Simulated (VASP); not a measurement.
Energy against volume of Gd (hcp). Calculation: PW91 GGA, VASP's PBE PAW potentials (set 64) (plane waves; VASP 6.6.1). Settings: 520 eV cut-off, 12×12×7 Γ-centred mesh, first-order Methfessel-Paxton smearing of 0.10 eV, potentials Gd_3.

The 4f electrons are frozen in the core of the lanthanide potential, so 4f levels, which can set the real gap, and their magnetism are missing.

Shape and ions are relaxed at each volume.

```csv
V (Å³/atom),E (eV/atom)
31.778,-4.59703
32.761,-4.59925
33.744,-4.59484
34.727,-4.58447
```

Task: Fit these four points and predict the energy of the run at 30.795 Å³/atom.

Result: A cubic in V^(−2/3), the third-order Birch-Murnaghan form, passes through the four points with V0 = 32.58 Å³/atom and B0 = 36 GPa, and gives -4.5874 eV/atom there. The run gave -4.5870 eV/atom, +0.4 meV/atom from the fit; all five points give B0 = 37 GPa.

The compound is Gd in the hcp structure. It was relaxed first.
